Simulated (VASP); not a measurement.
VASP runs on ZnS (wurtzite) share one base input (PBE GGA, plane waves, VASP's PBE PAW potentials (set 64)) and change the settings named in each case.

INCAR:
```
ALGO = Normal
EDIFF = 1E-6
ENCUT = 400
GGA = PE
ISIF = 2
ISMEAR = 0
LASPH = T
LCHARG = F
LMAXMIX = 4
LREAL = F
LWAVE = F
NELM = 100
PREC = Accurate
SIGMA = 0.05
SYSTEM = ZnS
```

**POSCAR**
```
ZnS
1
    1.9100000000    -3.3082170000     0.0000000000
    1.9100000000     3.3082170000     0.0000000000
    0.0000000000     0.0000000000     6.2600000000
Zn S
2 2
Direct
  0.6666670000   0.3333330000   0.5000000000
  0.3333330000   0.6666670000   0.0000000000
  0.6666670000   0.3333330000   0.8750000000
  0.3333330000   0.6666670000   0.3750000000
```

**KPOINTS**
```
Automatic mesh
0
Gamma
6 6 3
0 0 0
```

POTCAR, in this order: Zn S (PBE.64 set). Program: vasp_std.

```
change                          E(σ→0) (eV/atom)  pressure (GPa)  irreducible k-points
------------------------------  ----------------  --------------  --------------------
base run                                 -3.4192            1.41                    14
KPOINTS 1×1×1 Γ-centred mesh             -0.0716           28.99                     1
KPOINTS 2×2×1 Γ-centred mesh             -3.1666            3.08                     2
KPOINTS 5×5×2 Γ-centred mesh          (withheld)            1.40                    10
KPOINTS 7×7×4 Γ-centred mesh             -3.4202            1.40                    24
KPOINTS 9×9×4 Γ-centred mesh             -3.4204            1.39                    36
KPOINTS 11×11×6 Γ-centred mesh           -3.4204            1.40                    64
KPOINTS 12×12×6 Γ-centred mesh           -3.4204            1.40                    76
```

Problem. Some entries are withheld; supply them.

Solution. 
- KPOINTS 5×5×2 Γ-centred mesh, E(σ→0) (eV/atom): -3.4178

Left out are runs that ran out of time, are held back, or changed the cell or the kind of run, fixed moments of cells without a moment, rows past the twelfth, gaps on odd meshes, pressures of charged cells and columns that move by less than the noise.

The compound is ZnS in the wurtzite structure, the high-temperature form. The cell was not relaxed at this level.
